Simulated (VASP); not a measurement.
**What goes wrong when Pb (Lead) is relaxed with a bad input**

Some relaxations of Pb (Lead) get a fault in the input on purpose. Which of them show, and how? The starting structure is a measured crystal structure from the Crystallography Open Database.

Main program and level: VASP 6.6.1; Kohn-Sham DFT with plane waves and PAW; PBEsol.

## 1. The structure

It takes space group Fm-3m (No. 225, cubic). Conventional cell: a = 4.950 Å, b = 4.950 Å, c = 4.950 Å, α = 90.00°, β = 90.00°, γ = 90.00°. Nearest to Pb lie 12 Pb at 3.50 Å.

As a file:

```cif
data_structure
_symmetry_space_group_name_H-M 'P 1'
_symmetry_Int_Tables_number 1
_cell_length_a 3.5005
_cell_length_b 3.5005
_cell_length_c 3.5005
_cell_angle_alpha 60.000
_cell_angle_beta 60.000
_cell_angle_gamma 60.000
_cell_volume 30.33
loop_
_atom_site_label
_atom_site_type_symbol
_atom_site_fract_x
_atom_site_fract_y
_atom_site_fract_z
_atom_site_occupancy
Pb1 Pb 0.00000 0.00000 0.00000 1
```

## 2. Reference relaxation

Input file INCAR:

```
SYSTEM = Pb
PREC = Accurate
ENCUT = 450
EDIFF = 1E-06
NELM = 100
ISMEAR = 1
SIGMA = 0.1
LREAL = .FALSE.
ALGO = Normal
GGA = PS
NBANDS = 13
LORBIT = 11
LWAVE = .FALSE.
LCHARG = .FALSE.
KPAR = 2
IBRION = 2
NSW = 50
ISIF = 3
EDIFFG = -0.01
```

Input file POSCAR:

```
Pb
1.0
    0.0000000000      2.4752500000      2.4752500000
    2.4752500000      0.0000000000      2.4752500000
    2.4752500000      2.4752500000      0.0000000000
Pb
1
Direct
    0.0000000000      0.0000000000      0.0000000000
```

Input file KPOINTS:

```
Automatic mesh
0
Gamma
10 10 10
0 0 0
```

The projector-augmented-wave data sets are Pb_d (PBE family, release 64).

Command:

```
> mpirun -np 2 vasp_std
```

The log of the run:

```text
[banner, memory and clock lines left out]
running    2 mpi-ranks, on    1 nodes
 distrk:  each k-point on    1 cores,    2 groups
 distr:  one band on    1 cores,    1 groups

 POSCAR found type information on POSCAR Pb
 POSCAR found :  1 types and       1 ions
|                                                                             |
|               ----> ADVICE to this user running VASP <----                  |
|                                                                             |
|     You enforced a specific xc type in the INCAR file but a different       |
|     [... a line on the potential file left out ...]
|     I HOPE YOU KNOW WHAT YOU ARE DOING!                                     |
|                                                                             |

 LDA part: xc-table for (Slater+PW92), standard interpolation
 POSCAR, INCAR and KPOINTS ok, starting setup
 FFT: planning ... GRIDC
 FFT: planning ... GRID_SOFT
 FFT: planning ... GRID
 WAVECAR not read
 entering main loop
       N       E                     dE             d eps       ncg     rms          rms(c)
DAV:   1     0.972672478284E+02    0.97267E+02   -0.66429E+03  1263   0.114E+03
DAV:   2     0.702180914169E+00   -0.96565E+02   -0.93111E+02  1292   0.285E+02
DAV:   3    -0.390718324098E+01   -0.46094E+01   -0.45976E+01  1531   0.683E+01
DAV:   4    -0.401007656490E+01   -0.10289E+00   -0.10287E+00  1508   0.109E+01
DAV:   5    -0.401470350447E+01   -0.46269E-02   -0.46268E-02  1755   0.216E+00    0.586E-01
DAV:   6    -0.400062048812E+01    0.14083E-01   -0.18315E-02  1562   0.243E+00    0.278E-01
DAV:   7    -0.399723348678E+01    0.33870E-02   -0.73874E-03  1602   0.141E+00    0.946E-02
DAV:   8    -0.399702359190E+01    0.20989E-03   -0.41556E-04  1854   0.340E-01    0.937E-03
DAV:   9    -0.399702256781E+01    0.10241E-05   -0.68434E-06  1596   0.467E-02    0.440E-03
DAV:  10    -0.399702242132E+01    0.14649E-06   -0.56293E-07  1011   0.109E-02
   1 F= -.39970224E+01 E0= -.39965829E+01  d E =-.399702E+01
 curvature:   0.00 expect dE= 0.000E+00 dE for cont linesearch  0.000E+00
 trial: gam= 0.00000 g(F)=  0.117E-63 g(S)=  0.326E-02 ort = 0.000E+00 (trialstep = 0.100E+01)
 search vector abs. value=  0.326E-02
 bond charge predicted
       N       E                     dE             d eps       ncg     rms          rms(c)
DAV:   1    -0.407949676858E+01   -0.82474E-01   -0.21228E+00  1557   0.286E+01    0.149E+00
DAV:   2    -0.400801904989E+01    0.71478E-01   -0.12532E-01  1462   0.735E+00    0.520E-01
DAV:   3    -0.399814399437E+01    0.98751E-02   -0.35062E-02  1706   0.364E+00    0.414E-02
DAV:   4    -0.399817287679E+01   -0.28882E-04   -0.59278E-04  1412   0.241E-01    0.235E-02
DAV:   5    -0.399822794906E+01   -0.55072E-04   -0.20714E-04  1487   0.109E-01    0.114E-02
DAV:   6    -0.399822324833E+01    0.47007E-05   -0.10069E-05  1527   0.479E-02    0.160E-03
DAV:   7    -0.399822253103E+01    0.71730E-06   -0.61859E-07  1292   0.659E-03
   2 F= -.39982225E+01 E0= -.39978819E+01  d E =-.120011E-02
 trial-energy change:   -0.001200  1 .order   -0.001153   -0.003262    0.000956
 step:   0.7847(harm=  0.7733)  dis= 0.00000  next Energy=    -3.998325 (dE=-0.130E-02)
 bond charge predicted
       N       E                     dE             d eps       ncg     rms          rms(c)
DAV:   1    -0.400206056253E+01   -0.38373E-02   -0.10100E-01  1542   0.644E+00    0.319E-01
DAV:   2    -0.399878763532E+01    0.32729E-02   -0.58810E-03  1472   0.156E+00    0.112E-01
DAV:   3    -0.399832036651E+01    0.46727E-03   -0.16853E-03  1689   0.788E-01    0.916E-03
DAV:   4    -0.399831870598E+01    0.16605E-05   -0.28711E-05  1432   0.545E-02    0.513E-03
DAV:   5    -0.399831751478E+01    0.11912E-05   -0.10148E-05  1442   0.256E-02    0.269E-03
DAV:   6    -0.399831744208E+01    0.72696E-07   -0.57932E-07   931   0.133E-02
   3 F= -.39983174E+01 E0= -.39979638E+01  d E =-.129502E-02
 curvature:  -0.39 expect dE=-0.147E-07 dE for cont linesearch -0.147E-07
 trial: gam= 0.00000 g(F)=  0.123E-61 g(S)=  0.382E-07 ort =-0.112E-04 (trialstep = 0.957E+00)
 search vector abs. value=  0.383E-07
 reached required accuracy - stopping structural energy minimisation
```

Elapsed: 8.2 s, on 2 MPI ranks of Intel Xeon Platinum 8488C (Sapphire Rapids), shared host; peak memory 0.27 GiB.

Lines that name or quote the potential files are left out of all logs, and their timing lines are given in words.

From OUTCAR (step 2):

```text
ion  position               nearest neighbor table
   1  0.000  0.000  0.000-

  LATTYP: Found a face centered cubic cell.
 ALAT       =     4.9505000000

 Subroutine GETGRP returns: Found 48 space group operations
 (whereof 48 operations were pure point group operations)

The static configuration has the point symmetry O_h .

 Found     47 irreducible k-points:

   k-points           NKPTS =     47   k-points in BZ     NKDIM =     47   number of bands    NBANDS=     13

   dimension x,y,z NGX =    24 NGY =   24 NGZ =   24
   dimension x,y,z NGXF=    48 NGYF=   48 NGZF=   48

   ENCUT  =  450.0 eV  33.07 Ry    5.75 a.u.   6.05  6.05  6.05*2*pi/ulx,y,z

   NELECT =      14.0000    total number of electrons

 k-points in reciprocal lattice and weights: Automatic mesh
   0.00000000  0.00000000  0.00000000       0.001
   0.10000000  0.00000000  0.00000000       0.008
   0.20000000  0.00000000  0.00000000       0.008
   0.30000000  0.00000000  0.00000000       0.008
   0.40000000  0.00000000  0.00000000       0.008
   0.50000000  0.00000000  0.00000000       0.004
   0.10000000  0.10000000  0.00000000       0.006
   0.20000000  0.10000000  0.00000000       0.024
   0.30000000  0.10000000  0.00000000       0.024
[...]
-0.30000000  0.40000000  0.20000000       0.024
  -0.30000000  0.50000000  0.20000000       0.012

 average (electrostatic) potential at core
       1 -89.9091

 E-fermi :   7.3504

 k-point     1 :       0.0000    0.0000    0.0000
  band No.  band energies     occupation
    ...
      2      -9.7178      2.00000
      3      -9.7178      2.00000
      4      -9.5688      2.00000
      5      -9.5688      2.00000
      6      -4.5963      2.00000
      7      14.8322      0.00000
      8      14.8322      0.00000
      9      14.8322      0.00000
     10      17.0636      0.00000
     11      18.8201      0.00000
    ...

 k-point     2 :       0.1000    0.0000    0.0000
  band No.  band energies     occupation
    ...
      2      -9.7033      2.00000
      3      -9.7033      2.00000
      4      -9.5693      2.00000
      5      -9.5693      2.00000
      6      -4.4001      2.00000
      7      12.7691      0.00000
      8      14.5947      0.00000
      9      14.5947      0.00000
     10      16.7381      0.00000
     11      19.6348      0.00000
    ...

 k-point     3 :       0.2000    0.0000    0.0000
  band No.  band energies     occupation
    ...
      2      -9.6813      2.00000
      3      -9.6813      2.00000
      4      -9.5539      2.00000
      5      -9.5539      2.00000
      6      -3.8112      2.00000
      7       9.5903      0.00000
      8      14.0624      0.00000
      9      14.0624      0.00000
     10      16.4245      0.00000
     11      19.5220      0.00000
    ...

  Total        0.0005139      0.0005139      0.0005139      0.0000000      0.0000000     -0.0000000
  in kB        0.0276139      0.0276139      0.0276139      0.0000000      0.0000000     -0.0000000
  external PRESSURE =       0.0276139 kB  Pullay stress =       0.0000000 kB

  energy-cutoff  :      450.00
  volume of cell :       29.82
      direct lattice vectors                 reciprocal lattice vectors
     0.000000000  2.461183089  2.461183089    -0.203154329  0.203154329  0.203154329
     2.461183089  0.000000000  2.461183089     0.203154329 -0.203154329  0.203154329
     2.461183089  2.461183089 -0.000000000     0.203154329  0.203154329 -0.203154329

 POSITION                                       TOTAL-FORCE (eV/Angst)
 -----------------------------------------------------------------------------------
      0.00000      0.00000      0.00000        -0.000000      0.000000     -0.000000
 -----------------------------------------------------------------------------------
    total drift:                               -0.000000      0.000000      0.000000

  FREE ENERGIE OF THE ION-ELECTRON SYSTEM (eV)
  ---------------------------------------------------
  free  energy   TOTEN  =        -3.9983174421 eV

  energy  without entropy=       -3.9972564322  energy(sigma->0) =       -3.99796377

 reached required accuracy - stopping structural energy minimisation

 total charge
# of ion       s       p       d       tot
------------------------------------------
    1        1.388   0.751   9.809  11.948

[... 3 further parts left out ...]
```

The run shows no gap at this level; if that holds and bands cross the Fermi level widely, this k-mesh is coarse for it. The PAW data sets were made with PBE, which is usual practice but a small mismatch for other functionals. The run keeps the 48 symmetry operations of its start, so it cannot find a distortion of lower symmetry.

The reference relaxation ends at 29.817 Å³ an atom.

## 3. Relaxation with the cell held fixed (ISIF = 2)

A slip made on purpose: the cell held fixed (ISIF = 2). Against step 2 the input has ISIF = 2 (also changed: NELM).

INCAR, as its differences from that of step 2:

```diff
@@ -4,3 +4,3 @@
 EDIFF = 1E-06
-NELM = 100
+NELM = 60
 ISMEAR = 1
@@ -17,3 +17,3 @@
 NSW = 50
-ISIF = 3
+ISIF = 2
 EDIFFG = -0.01
```

POSCAR is that of step 2.

KPOINTS is that of step 2.

Command:

```
> mpirun -np 2 vasp_std
```

The log of the run:

```text
[banner, memory and clock lines left out]
running    2 mpi-ranks, on    1 nodes
[...]
[... a notice as in an earlier step ...]

 LDA part: xc-table for (Slater+PW92), standard interpolation
 POSCAR, INCAR and KPOINTS ok, starting setup
[...]
entering main loop
       N       E                     dE             d eps       ncg     rms          rms(c)
[... 10 cycles as in an earlier step ...]
   1 F= -.39970224E+01 E0= -.39965829E+01  d E =-.399702E+01
[...]
reached required accuracy - stopping structural energy minimisation
```

Wall time 5.4 s (2 MPI ranks); peak memory 0.26 GiB.

OUTCAR, selected parts (step 3):

```text
  Total       -0.1501245     -0.1501245     -0.1501245      0.0000000      0.0000000      0.0000000
  in kB       -7.9300346     -7.9300346     -7.9300346      0.0000000      0.0000000      0.0000000
  external PRESSURE =      -7.9300346 kB  Pullay stress =       0.0000000 kB

 POSITION                                       TOTAL-FORCE (eV/Angst)
 -----------------------------------------------------------------------------------
      0.00000      0.00000      0.00000         0.000000      0.000000      0.000000
 -----------------------------------------------------------------------------------
    total drift:                               -0.000000     -0.000000     -0.000000

  FREE ENERGIE OF THE ION-ELECTRON SYSTEM (eV)
  ---------------------------------------------------
  free  energy   TOTEN  =        -3.9970224213 eV

  energy  without entropy=       -3.9957038061  energy(sigma->0) =       -3.99658288

[... 2 parts as in an earlier step ...]

[... 2 further parts left out ...]
[key lines of the parts left out:]
E-fermi :   7.1533
```

With the cell held fixed (ISIF = 2) the cell ends at 30.331 Å³ an atom, +1.72 % from the reference.

## 4. Relaxation with a functional's name that the tag doesn't take

A slip made on purpose: a functional's name that the tag doesn't take. Against step 2 the input has GGA = PBESOL (also changed: NELM).

INCAR, as its differences from that of step 3:

```diff
@@ -9,3 +9,3 @@
 ALGO = Normal
-GGA = PS
+GGA = PBESOL
 NBANDS = 13
@@ -17,3 +17,3 @@
 NSW = 50
-ISIF = 2
+ISIF = 3
 EDIFFG = -0.01
```

POSCAR is that of step 3.

KPOINTS is that of step 3.

Command:

```
> mpirun -np 2 vasp_std
```

The log of the run:

```text
[banner, memory and clock lines left out]
running    2 mpi-ranks, on    1 nodes
[...]
|                                                                             |
|     EEEEEEE  RRRRRR   RRRRRR   OOOOOOO  RRRRRR      ###     ###     ###     |
|     E        R     R  R     R  O     O  R     R     ###     ###     ###     |
|     E        R     R  R     R  O     O  R     R     ###     ###     ###     |
|     EEEEE    RRRRRR   RRRRRR   O     O  RRRRRR       #       #       #      |
|     E        R   R    R   R    O     O  R   R                               |
|     E        R    R   R    R   O     O  R    R      ###     ###     ###     |
|     EEEEEEE  R     R  R     R  OOOOOOO  R     R     ###     ###     ###     |
|                                                                             |
|     Error: One of the selected functionals does not exist.                  |
|                                                                             |
|       ---->  I REFUSE TO CONTINUE WITH THIS SICK JOB ... BYE!!! <----       |
|                                                                             |

1
1
```

Run time: 3.6 s. Hardware: 2 MPI ranks.

VASP stopped with this message: “Error: One of the selected functionals does not exist”.

## 5. Relaxation with a cutoff far too low

A slip made on purpose: a cutoff far too low. Against step 2 the input has PREC = Normal and ENCUT = 130 (also changed: NELM).

INCAR, as its differences from that of step 4:

```diff
@@ -1,4 +1,4 @@
 SYSTEM = Pb
-PREC = Accurate
-ENCUT = 450
+PREC = Normal
+ENCUT = 130
 EDIFF = 1E-06
@@ -9,3 +9,3 @@
 ALGO = Normal
-GGA = PBESOL
+GGA = PS
 NBANDS = 13
```

POSCAR is that of step 4.

KPOINTS is that of step 4.

Command:

```
> mpirun -np 2 vasp_std
```

The log of the run:

```text
[... set-up lines as in an earlier step ...]
 entering main loop
       N       E                     dE             d eps       ncg     rms          rms(c)
DAV:   1     0.455139299179E+02    0.45514E+02   -0.41266E+03  1597   0.336E+02
DAV:   2     0.144718621298E+02   -0.31042E+02   -0.30597E+02  1477   0.120E+02
DAV:   3     0.142686498437E+02   -0.20321E+00   -0.20314E+00  1372   0.959E+00
DAV:   4     0.142684358198E+02   -0.21402E-03   -0.21402E-03  1522   0.340E-01
[...]
DAV:  11     0.168281537375E+02   -0.70778E-05   -0.30440E-06  1482   0.154E-02    0.217E-02
DAV:  12     0.168281525422E+02   -0.11953E-05   -0.23587E-08   811   0.135E-03    0.216E-02
DAV:  13     0.168281519295E+02   -0.61270E-06   -0.41069E-09   821   0.551E-04
   1 F= 0.16828152E+02 E0= 0.16827934E+02  d E =0.168282E+02
[...]
-----------------------------------------------------------------------------
|                                                                             |
|     EEEEEEE  RRRRRR   RRRRRR   OOOOOOO  RRRRRR      ###     ###     ###     |
[...]
|     E        R   R    R   R    O     O  R   R                               |
|     E        R    R   R    R   O     O  R    R      ###     ###     ###     |
|     EEEEEEE  R     R  R     R  OOOOOOO  R     R     ###     ###     ###     |
|                                                                             |
|     Orbital orthonormalization failed in the inversion of matrix            |
|     LAPACK: Routine ZPOTRF failed! kpoint: 1 spin: 1                        |
|                                                                             |
|     Possible solutions for this issue are:                                  |
|     - Please check whether the atoms are too close to each other.           |
|     - Decreasing POTIM might help during relaxations or MDs.                |
|     - Deleting CHGCAR or WAVECAR if incompatible with the structure.        |
|     - Try calculating without symmetrizing (ISYM = 0 or ISYM = -1).         |
|     - As last resort: using a different PAW for some of the atoms.          |
|                                                                             |
|       ---->  I REFUSE TO CONTINUE WITH THIS SICK JOB ... BYE!!! <----       |
|                                                                             |
 -----------------------------------------------------------------------------

1
1
```

Elapsed: 5.6 s, on 2 MPI ranks.

VASP stopped with this message: “Orbital orthonormalization failed in the inversion of matrix LAPACK: Routine ZPOTRF failed! kpoint: 1 spin: 1”.

## 6. Relaxation with too few ionic steps

A slip made on purpose: too few ionic steps. Against step 2 the input has NSW = 2 (also changed: NELM).

INCAR, as its differences from that of step 5:

```diff
@@ -1,4 +1,4 @@
 SYSTEM = Pb
-PREC = Normal
-ENCUT = 130
+PREC = Accurate
+ENCUT = 450
 EDIFF = 1E-06
@@ -16,3 +16,3 @@
 IBRION = 2
-NSW = 50
+NSW = 2
 ISIF = 3
```

POSCAR is that of step 5.

KPOINTS is that of step 5.

Command:

```
> mpirun -np 2 vasp_std
```

The log of the run:

```text
[... set-up lines as in an earlier step ...]
 entering main loop
       N       E                     dE             d eps       ncg     rms          rms(c)
[... 10 cycles as in an earlier step ...]
   1 F= -.39970224E+01 E0= -.39965829E+01  d E =-.399702E+01
[...]
N       E                     dE             d eps       ncg     rms          rms(c)
[... 7 cycles as in an earlier step ...]
   2 F= -.39982225E+01 E0= -.39978819E+01  d E =-.120011E-02
 trial-energy change:   -0.001200  1 .order   -0.001153   -0.003262    0.000956
 step:   0.7847(harm=  0.7733)  dis= 0.00000  next Energy=    -3.998325 (dE=-0.130E-02)
```

Elapsed: 8.6 s, on 2 MPI ranks; peak memory 0.27 GiB.

Parts of OUTCAR (step 6):

```text
  Total        0.0440010      0.0440010      0.0440010      0.0000000      0.0000000     -0.0000000
  in kB        2.3755059      2.3755059      2.3755059      0.0000000      0.0000000     -0.0000000
  external PRESSURE =       2.3755059 kB  Pullay stress =       0.0000000 kB

 POSITION                                       TOTAL-FORCE (eV/Angst)
 -----------------------------------------------------------------------------------
      0.00000      2.45732      2.45732         0.000000     -0.000000      0.000000
 -----------------------------------------------------------------------------------
    total drift:                               -0.000000     -0.000000      0.000000

  FREE ENERGIE OF THE ION-ELECTRON SYSTEM (eV)
  ---------------------------------------------------
  free  energy   TOTEN  =        -3.9982225310 eV

  energy  without entropy=       -3.9972005686  energy(sigma->0) =       -3.99788188

[... 1 part as in an earlier step ...]

[... 2 further parts left out ...]
[key lines of the parts left out:]
E-fermi :   7.4048
```

The relaxation used up its 2 ionic steps (NSW) before forces and stress met EDIFFG.

## 7. All runs side by side

```tsv
run	ended	volume (Å³/atom)	change (%)	pressure left (GPa)	core minutes
reference	converged	29.817	-	0.0	0.273
the cell held fixed (ISIF = 2)	converged	30.331	1.72	-0.79	0.18
a functional's name that the tag doesn't take	stopped by VASP	-	-	-	0.12
a cutoff far too low	stopped by VASP	-	-	-	0.187
too few ionic steps	not converged	-	-	-	0.287
```

Core minutes are wall time times ranks, summed over the relaxations behind a row (those for a bulk modulus apart), on shared hosts.

## 8. Results

```yaml
volume_of_the_reference: 29.82 Å³/atom
volume_against_the_reference_the_cell_held_fixed: +1.72 %
run_with_a_functional_s_name_that_the_tag_doesn_t_take: stopped by VASP
run_with_a_cutoff_far_too_low: stopped by VASP
run_with_too_few_ionic_steps: not converged
```

In words: VASP stopped by itself in the runs with a functional's name that the tag doesn't take and a cutoff far too low. The run with too few ionic steps didn't converge. Finished, but with signs in the output that stand out against the reference: the cell held fixed (ISIF = 2), with the volume kept at the input's, +1.7 % from the reference (signs: a stress of up to 0.8 GPa). Further runs on this material are not shown.

[Lines on the potential files, build, host, timing and source positions are cut from VASP's logs without a mark.]

[Logs are printed without paths, hosts, clocks, repeated set-up lines and the standing remarks that a program may print on its own settings, such as how far it seeks lower states.]

[Hosts, paths, dates, database ids (printed as entryN), source tags and the programs' standing remarks are cut or masked in the printed files.]
